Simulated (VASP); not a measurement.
Here is the system:

```xyz
10
Lattice="6.1304 -1.5213 0.0000 6.1304 1.5213 0.0000 -1.3819 0.0000 5.6413" Properties=species:S:1:pos:R:3 pbc="T T T"
Ga     3.2359     0.0000     3.8658
Ga     7.6430     0.0000     1.7755
Ga    10.8680     0.0000     1.1577
Ga     0.0109     0.0000     4.4837
O      5.1465     0.0000     4.1934
O      5.7324     0.0000     1.4479
O      9.5316     0.0000     2.4640
O      1.3473     0.0000     3.1774
O      1.8661     0.0000     0.6157
O      9.0128     0.0000     5.0256
```

Calculation: PBE GGA, VASP's PBE PAW potentials (set 64) (plane waves; VASP 6.6.1). Numerical set-up: 400 eV cut-off, 7×7×4 Γ-centred mesh, Gaussian smearing of 0.010 eV, potentials Ga_d O.

At this cut-off the stress carries a Pulay error, which pulls relaxed volumes low.

**Question.** What does the run give for the energy per atom (σ→0), pressure, largest force?

**Answer.** 
- energy per atom (σ→0) = -5.967 eV/atom
- pressure = 2.56 GPa
- largest force = 0.184 eV/Å

The structure comes from a computed database's Ga2O3 entry; how it stands against other phases isn't given here. The cell was not relaxed at this level.
